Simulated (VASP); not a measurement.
An input for Ansatz (written as the equivalent of a VASP run, and not itself run):

Ansatz 0.2 input:
```yaml
crystal:
  lattice:
    - [0.0000000, 2.6690143, 2.6690143]
    - [2.6690143, 0.0000000, 2.6690143]
    - [2.6690143, 2.6690143, 0.0000000]
  atoms:
    - { symbol: Si, position: [0.2500000, 0.2500000, 0.2500000] }
    - { symbol: Si, position: [0.7500000, 0.7500000, 0.7500000] }
    - { symbol: Ni, position: [1.0000000, 0.0000000, 1.0000000] }
kpoints:
  mp_grid: { grid: [10, 10, 10] }
hamiltonian:
  xc: pbe
  pseudopotentials: { kind: paw }
scf:
  occupations: { method: methfessel_paxton, width: 0.1 }
  max_iter: 100
relax:
  max_steps: 40
  f_tol: 0.01
  cell: { p_target: 10 }
output: { forces: true, stress: true, eigenvalues: true }
```

**Question.** Translate this input to VASP (INCAR, KPOINTS, POSCAR, choice of POTCAR).

**Answer.** Several could match; the one computed here: 
**KPOINTS**
```
Automatic mesh
0
Gamma
10 10 10
0 0 0
```

INCAR:
```
ALGO  =  Normal
EDIFF  =  1E-7
EDIFFG  =  -0.01
ENCUT  =  480
GGA  =  PE
IBRION  =  2
ISIF  =  3
ISMEAR  =  1
LASPH  =  .TRUE.
LCHARG  =  .FALSE.
LMAXMIX  =  4
LREAL  =  .FALSE.
LWAVE  =  .FALSE.
NELM  =  100
NSW  =  40
PREC  =  Accurate
PSTRESS  =  100
SIGMA  =  0.1
SYSTEM  =  NiSi2
```

File POSCAR:
```
NiSi2
1
   -0.0000000000     2.6690142898     2.6690142898
    2.6690142898    -0.0000000000     2.6690142898
    2.6690142898     2.6690142898    -0.0000000000
Si Ni
2 1
Direct
  0.2500000000   0.2500000000   0.2500000000
  0.7500000000   0.7500000000   0.7500000000
  1.0000000000   0.0000000000   1.0000000000
```

POTCAR, in this order: Si Ni (PBE.64 set). Program: vasp_std.

Limits of the translation: each code has its own PAW files, so the cut-off isn't converted (ENCUT is set for VASP's; basis.ecutwfc is left out, and Ansatz then takes the one that its files recommend); Ansatz stops its SCF on the density residual and VASP on the energy change (EDIFF).

The compound is NiSi2 in the fluorite structure. It was relaxed first under an external pressure of 10 GPa.
